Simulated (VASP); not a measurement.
An input for Quantum ESPRESSO's pw.x (written as the equivalent of a VASP run, and not itself run):

```
&CONTROL
  calculation = 'vc-relax'
  pseudo_dir = './pseudo'
  outdir = './out'
  tprnfor = .true.
  tstress = .true.
  nstep = 50
  forc_conv_thr = 0.00019
/
&SYSTEM
  ibrav = 0
  nat = 3
  ntyp = 1
  ecutwfc = 86
  occupations = 'smearing'
  smearing = 'gaussian'
  degauss = 0.000735
  input_dft = 'pbe'
/
&ELECTRONS
  conv_thr = 7.3e-11
  electron_maxstep = 100
/
&IONS
/
&CELL
/
ATOMIC_SPECIES
  Se 78.971 Se.upf
CELL_PARAMETERS angstrom
     4.5426600    0.0000000    0.0000000
    -2.2713300    3.9340600    0.0000000
     0.0000000    0.0000000    5.0206220
ATOMIC_POSITIONS crystal
  Se   0.2178900  0.0000000  0.3333330
  Se   0.0000000  0.2178900  0.6666670
  Se   0.7821100  0.7821100  0.0000000
K_POINTS automatic
  9 9 7 0 0 0
```

Problem. Translate this input to VASP (INCAR, KPOINTS, POSCAR, choice of POTCAR).

Solution. Several could match; the one computed here: 
### INCAR
```
# general
SYSTEM  = Se
PREC    = Accurate
ENCUT   = 420
LREAL   = F
LASPH   = T

# electronic loop
EDIFF   = 1E-09
NELM    = 100
ALGO    = Normal
LMAXMIX = 4

# smearing
ISMEAR  = 0
SIGMA   = 0.01

# functional
GGA     = PE

# ions
IBRION  = 2
NSW     = 50
ISIF    = 3
EDIFFG  = -0.005

# output
LWAVE   = F
LCHARG  = F
```

**KPOINTS**
```
Automatic mesh
0
Gamma
9 9 7
0 0 0
```

### POSCAR
```
Se
1
    4.5426600000     0.0000000000     0.0000000000
   -2.2713300000     3.9340600000     0.0000000000
    0.0000000000     0.0000000000     5.0206220000
Se
3
Direct
  0.2178900000   0.0000000000   0.3333330000
  0.0000000000   0.2178900000   0.6666670000
  0.7821100000   0.7821100000   0.0000000000
```

POTCAR, in this order: Se (PBE.64 set). Program: vasp_std.

The two are equivalent in intent, not identical: the potentials are each code's own (VASP's PAW set, PseudoDojo norm-conserving files in pw.x), so ENCUT and ecutwfc are chosen apart and not converted; conv_thr bounds pw.x's estimated SCF error, while EDIFF bounds the energy change between steps; forc_conv_thr acts on force components and is met together with etot_conv_thr.

The structure comes from a computed database's Se entry; how it stands against other phases isn't given here. This run relaxes it. Symmetry was kept, so distortions that lower it aren't found. The run is one of a series of settings (EDIFF = 1E-09, EDIFFG = -0.005, ENCUT = 420, IBRION = 2, ISIF = 3, NSW = 50, KPOINTS 9×9×7 Γ-centred mesh against the base run), some of them coarse on purpose.
